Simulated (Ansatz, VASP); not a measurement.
**Two plane-wave programs on Si**

File INCAR:

```
  PREC = Accurate
  ENCUT = 520
  EDIFF = 1E-6
  ISMEAR = 0
  SIGMA = 0.15
  LREAL = F
  LASPH = T
  NELM = 80
  ALGO = Normal
  ISIF = 2
  LWAVE = F
  LCHARG = F
  NBANDS = 8
```

The input KPOINTS:

```
Automatic mesh
0
Gamma
  22 22 22
```

The input POSCAR:

```
Si
1.0
   -1.7570681244      1.7570681244      1.3731430440
    1.7570681244     -1.7570681244      1.3731430440
    1.7570681244      1.7570681244     -1.3731430440
Si
1
Direct
    0.0000000000      0.0000000000      0.0000000000
```

Input for Ansatz:

```yaml
crystal:
  lattice:
    - [-1.7570681244, 1.7570681244, 1.373143044]
    - [1.7570681244, -1.7570681244, 1.373143044]
    - [1.7570681244, 1.7570681244, -1.373143044]
  atoms:
    - { symbol: Si, position: [0.0, 0.0, 0.0] }
basis:
  ecutwfc: 420
kpoints:
  mp_grid: { grid: [22, 22, 22] }
hamiltonian:
  xc: lda
scf:
  occupations: { method: gaussian, width: 0.15 }
output:
  forces: true
  stress: true
  eigenvalues: true
  write_density: true
  write_potential: true
  elf: true
  volumetric_format: npy
```

Change from the starting cell: strain +0.080 along x and y, +0.040 along z, atoms carried along.

Alike in both runs: task single point; functional LDA; k mesh 22 × 22 × 22; occupations gaussian, width 0.15 eV; no spin polarisation.

```csv
,VASP,Ansatz
version,VASP 6.6.1,Ansatz 0.2.0
potentials or method,"VASP PAW LDA potentials, release 64 (Si)","scalar-relativistic, plane waves, PAW"
plane-wave cutoff (eV),520,420
valence electrons in the cell,4,4
```

VASP gave:

| Property | Result |
| --- | --- |
| gap on the k mesh at the Fermi level (eV) | none |
| pressure (GPa) | -12.3 |
| largest component of the traceless stress (GPa) | 0.58 |

Problem. Which values does Ansatz return?

Solution. gap on the k mesh at the Fermi level (eV): none; pressure (GPa): -12.3; largest component of the traceless stress (GPa): 0.59.

A gap of «none» marks a metal or a gap that the smearing closes.
